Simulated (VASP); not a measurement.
Here is the system:

```
CELL_PARAMETERS angstrom
      0.00000     2.69723     2.69723
      2.69723     0.00000     2.69723
      2.69723     2.69723     0.00000
ATOMIC_POSITIONS crystal
  Mg 0.00000 0.00000 0.00000
  Se 0.50000 0.50000 0.50000
```

The numbers are results of r2SCAN+rVV10, VASP's PBE PAW potentials (set 64) (plane waves; VASP), not measurements. Settings: 520 eV cut-off, 8×8×8 Γ-centred mesh, Gaussian smearing of 0.050 eV, potentials Mg Se.

Task: Estimate the energy per atom (σ→0), pressure, band gap (on the k-mesh) with the smallest direct gap where there is one.

Result: 
The band gap (on the k-mesh) is 2.49 eV and the smallest direct gap (on the k-mesh) comes out as 3.69 eV. The energy per atom (σ→0) is -10.562 eV/atom. The pressure is 2.24 GPa.

The compound is MgSe in the rock salt structure. This cell is one point of a volume scan, at 0.97 of the reference volume.
